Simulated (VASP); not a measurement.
TiC:

```
CELL_PARAMETERS angstrom
0.00000 2.15930 2.15930
2.15930 0.00000 2.15930
2.15930 2.15930 0.00000
ATOMIC_POSITIONS crystal
Ti 0.00000 0.00000 0.00000
C 0.50000 0.50000 0.50000
```

Base run:

```yaml
Program: VASP 6.6.1
Functional: PBE
Potentials_or_basis: VASP PAW PBE potentials, release 64 (Ti_sv, C)
Cutoff: 520 eV
k_mesh: 12 × 12 × 12
Occupations: fermi-dirac, width 0.05 eV
Spin: no spin polarisation
```

Its results: band gap on the k mesh none (metal or under the smearing width); pressure 2.8 GPa.

**Question.** The run is repeated on the same cell with these changes: functional from PBE to HSE06; k mesh from 12 × 12 × 12 to 7 × 7 × 7. What comes out?

**Answer.** Band gap on the k mesh none (metal or under the smearing width); pressure -2.5 GPa.

Several settings changed at once, so the effect can't be laid on one alone.

Caveats: the PAW data sets were made with another functional, which shifts forces and pressure a little (some runs).

Not every run made on this cell is shown here.
